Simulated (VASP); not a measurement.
MgTi2N2: relaxation of cell and atoms with PBE

MgTi2N2:

```xyz
5
Lattice="-2.2089 2.2089 3.3323 2.2089 -2.2089 3.3323 2.2089 2.2089 -3.3323" Properties=species:S:1:pos:R:3 pbc="T T T"
Mg    0.0000    0.0000    0.0000
Ti    0.0000    0.0000    4.4455
Ti    0.0000    0.0000    2.2191
N     0.0000    2.2089    0.0000
N     2.2089    0.0000    0.0000
```

The cell was built by a generator and needn't be a form met in nature.

| Item | Value |
| --- | --- |
| Program | VASP 6.6.1 |
| Task | relaxation of cell and atoms |
| Functional | PBE |
| Potentials or basis | VASP PAW PBE potentials, release 64 (Mg, Ti_sv, N) |
| Cutoff | 520 eV |
| k mesh | 5 × 5 × 5 |
| Occupations | gaussian, width 0.15 eV |
| Spin | no spin polarisation |
| Further INCAR settings | PREC = Normal; ALGO = Fast; EDIFF = 0.0001; IBRION = 2; EDIFFG = -0.08; NSW = 24; ISIF = 3 |

```json
{
 "Relaxed volume": "13.19 Å³/atom",
 "Relaxed cell": "a = 5.150 Å, b = 5.150 Å, c = 5.150 Å, α = 135.58°, β = 135.58°, γ = 64.63°",
 "Space group after relaxing (to 0.05 Å)": "I4/mmm (No. 139)",
 "Energy gained by relaxing": "886.9 meV/atom",
 "Ionic steps": "9",
 "Pressure after relaxing": "0.3 GPa",
 "Largest force after relaxing": "0.024 eV/Å",
 "Band gap on the k mesh": "none (metal or under the smearing width)"
}
```

Forces on the atoms (eV/Å):
```
Mg   0.000  0.000  0.000
Ti   0.000  0.000  0.024
Ti   0.000  0.000 -0.024
N    0.000  0.000  0.000
N    0.000  0.000  0.000
```

Stress tensor (GPa, compression positive):
```
 0.67  0.00  0.00
 0.00  0.67  0.00
 0.00  0.00 -0.41
```

The path:
| step | energy change (eV) | largest force (eV/Å) | pressure (GPa) | volume (Å³) |
| --- | --- | --- | --- | --- |
| 1 | 0.0000 | 3.9623 | -10.38 | 65.04 |
| 2 | -3.7554 | 0.0927 | 26.34 | 55.65 |
| 3 | -3.8127 | 0.3354 | 14.69 | 56.94 |
| 4 | -3.8145 | 0.0628 | 17.00 | 56.55 |
| 5 | -4.2400 | 1.9982 | -5.52 | 65.77 |
| 6 | -4.2625 | 1.7567 | -2.00 | 63.85 |
| 7 | -4.4233 | 0.2085 | -0.11 | 65.95 |
| 8 | -4.4237 | 0.2289 | -0.50 | 65.98 |
| 9 | -4.4347 | 0.0237 | 0.31 | 65.97 |

Final structure:
```cif
data_structure
_symmetry_space_group_name_H-M 'P 1'
_symmetry_Int_Tables_number 1
_cell_length_a 5.1500
_cell_length_b 5.1500
_cell_length_c 5.1500
_cell_angle_alpha 135.582
_cell_angle_beta 135.582
_cell_angle_gamma 64.627
_cell_volume 65.97
loop_
_atom_site_label
_atom_site_type_symbol
_atom_site_fract_x
_atom_site_fract_y
_atom_site_fract_z
_atom_site_occupancy
Mg1 Mg 0.00000 0.00000 0.00000 1
Ti1 Ti 0.62633 0.62633 0.00000 1
Ti2 Ti 0.37367 0.37367 0.00000 1
N1 N 0.50000 0.00000 0.50000 1
N2 N 0.00000 0.50000 0.50000 1
```

Levels at points of the mesh, in eV from the Fermi level:
```tsv
k point	band 14	band 15	band 16	band 17	band 18	band 19	band 20	band 21	band 22
(0.00, 0.00, 0.00)	-3.72	-2.00	-1.57	-1.57	-0.27	0.02	1.50	1.50	1.58
```

It took 5.2 min on 1 thread of Intel(R) Xeon(R) Platinum 8259CL CPU @ 2.50GHz (Skylake/Cascade Lake), with other jobs on the host, peak memory 0.18 GiB.

Caveat: the k mesh is coarse (spacing up to 0.40 Å⁻¹), so the values aren't converged; the relaxation stopped at a loose force limit of 0.08 eV/Å, so its end isn't a converged minimum.
